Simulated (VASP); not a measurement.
Output of a VASP run:

File OSZICAR:
```
       N       E                     dE             d eps       ncg     rms          rms(c)
DAV:   1     0.588316671048E+03    0.58832E+03   -0.29148E+04   224   0.977E+02
DAV:   2    -0.459565207899E+02   -0.63427E+03   -0.61598E+03   244   0.365E+02
DAV:   3    -0.923273052731E+02   -0.46371E+02   -0.45143E+02   236   0.984E+01
DAV:   4    -0.936555709509E+02   -0.13283E+01   -0.12692E+01   232   0.149E+01
DAV:   5    -0.937122162821E+02   -0.56645E-01   -0.56323E-01   262   0.241E+00    0.435E+01
DAV:   6    -0.832236576179E+02    0.10489E+02   -0.90332E+01   218   0.579E+01    0.171E+01
DAV:   7    -0.818654357021E+02    0.13582E+01   -0.18962E+01   232   0.238E+01    0.125E+01
DAV:   8    -0.816537911560E+02    0.21164E+00   -0.31870E+00   208   0.109E+01    0.157E+00
DAV:   9    -0.816404928399E+02    0.13298E-01   -0.32026E-01   224   0.364E+00    0.535E-01
DAV:  10    -0.816391046653E+02    0.13882E-02   -0.17694E-02   248   0.699E-01    0.251E-01
DAV:  11    -0.816391669804E+02   -0.62315E-04   -0.79997E-04   232   0.143E-01    0.174E-01
DAV:  12    -0.816391996689E+02   -0.32689E-04   -0.29479E-04   208   0.763E-02    0.331E-02
DAV:  13    -0.816391803352E+02    0.19334E-04   -0.10641E-04   224   0.502E-02    0.425E-03
DAV:  14    -0.816391811253E+02   -0.79011E-06   -0.44285E-06   192   0.103E-02
   1 F= -.81639181E+02 E0= -.81631062E+02  d E =-.243576E-01
```

### OUTCAR
```
------------------------ aborting loop because EDIFF is reached ----------------------------------------
  FORCE on cell =-STRESS in cart. coord.  units (eV):
  Direction    XX          YY          ZZ          XY          YZ          ZX
  --------------------------------------------------------------------------------------
  Total     -175.7085161   -175.7085843   -167.9573472     -0.0000000      0.0000255      0.0000000
  in kB    -3103.9334437  -3103.9346473  -2967.0071695     -0.0000000      0.0004501      0.0000000
  external PRESSURE =   -3058.2917535 kB  Pullay stress =       0.0000000 kB
  volume of cell :       90.70
      direct lattice vectors                 reciprocal lattice vectors
     2.440824000  1.409210000  4.394681000     0.204848854  0.118269518  0.075849285
    -2.440824000  1.409210000  4.394681000    -0.204848854  0.118269518  0.075849285
     0.000000000 -2.818422000  4.394681000     0.000000000 -0.236539037  0.075849231
 POSITION                                       TOTAL-FORCE (eV/Angst)
 -----------------------------------------------------------------------------------
      0.00000     -0.00000      4.61244        -0.000000      0.000000     -0.751219
      0.00000     -0.00000      8.57161        -0.000000     -0.000000      0.751219
      0.00000     -0.00000      1.97958        -0.000000     -0.000000      0.751219
      0.00000     -0.00000     11.20446        -0.000000      0.000000     -0.751219
      0.73638     -1.54297      7.69069         0.779990      1.350982     -0.000000
     -0.73638      1.54297      5.49335        -0.779990     -1.350982     -0.000000
      0.96806      1.40921      7.69069        -1.559979      0.000000     -0.000000
     -0.96806     -1.40921      5.49335         1.559979      0.000000     -0.000000
     -1.70444      0.13375      7.69069         0.779990     -1.350982     -0.000000
      1.70444     -0.13376      5.49335        -0.779990      1.350982     -0.000000
 -----------------------------------------------------------------------------------
    total drift:                                0.000000      0.000000      0.000000
  FREE ENERGIE OF THE ION-ELECTRON SYSTEM (eV)
  ---------------------------------------------------
  free  energy   TOTEN  =       -81.6391811253 eV

  energy  without entropy=      -81.6148234886  energy(sigma->0) =      -81.63106191
```
(Selected blocks of OUTCAR.)

**POSCAR**
```
Cr2O3
1
    2.4408240000     1.4092100000     4.3946810000
   -2.4408240000     1.4092100000     4.3946810000
    0.0000000000    -2.8184220000     4.3946810000
Cr O
4 6
Direct
  0.3498500000   0.3498500000   0.3498500000
  0.6501500000   0.6501500000   0.6501500000
  0.1501500000   0.1501500000   0.1501500000
  0.8498500000   0.8498500000   0.8498500000
  0.5516950000   0.2500000000   0.9483050000
  0.4483050000   0.7500000000   0.0516950000
  0.9483050000   0.5516950000   0.2500000000
  0.0516950000   0.4483050000   0.7500000000
  0.2500000000   0.9483050000   0.5516950000
  0.7500000000   0.0516950000   0.4483050000
```

Question: Write an INCAR and KPOINTS that could have produced this output.

Answer: This is not unique; one that fits is the input of the run itself, PBE GGA, plane waves, VASP's PBE PAW potentials (set 64).

KPOINTS:
```
Regular mesh
0
gamma
2 2 2
0.5 0.5 0.5
```

INCAR:
```
SYSTEM=Cr2O3
GGA=PE   ! PBE
PREC=Accurate
LMAXMIX=4   ! l cut-off of mixed one-centre charges
ISMEAR=1
LREAL=.FALSE.
ENCUT=200
ISIF=2   ! forces and stress, cell fixed
LWAVE=.FALSE.
EDIFF=1E-6
LASPH=.TRUE.
ALGO=Normal   ! blocked Davidson
LCHARG=.FALSE.
SIGMA=0.2
NELM=100   ! most electronic steps
```

POTCAR, in this order: Cr_pv O (PBE.64 set). Program: vasp_std.

At this cut-off the stress carries a Pulay error, which pulls relaxed volumes low.

The structure comes from a computed database's Cr2O3 entry; how it stands against other phases isn't given here. The cell was not relaxed at this level. The k-mesh is coarse (spacing up to 0.78 per Å, 2π included), so the numbers may not be converged in it. The run is one of a series of settings (ENCUT = 200, ISMEAR = 1, ISPIN removed, the spin start removed, SIGMA = 0.2, KPOINTS 2×2×2 Γ-centred mesh shifted by (0.5, 0.5, 0.5) against the base run), some of them coarse on purpose. The run is not spin-polarised, so no magnetic state was tried.
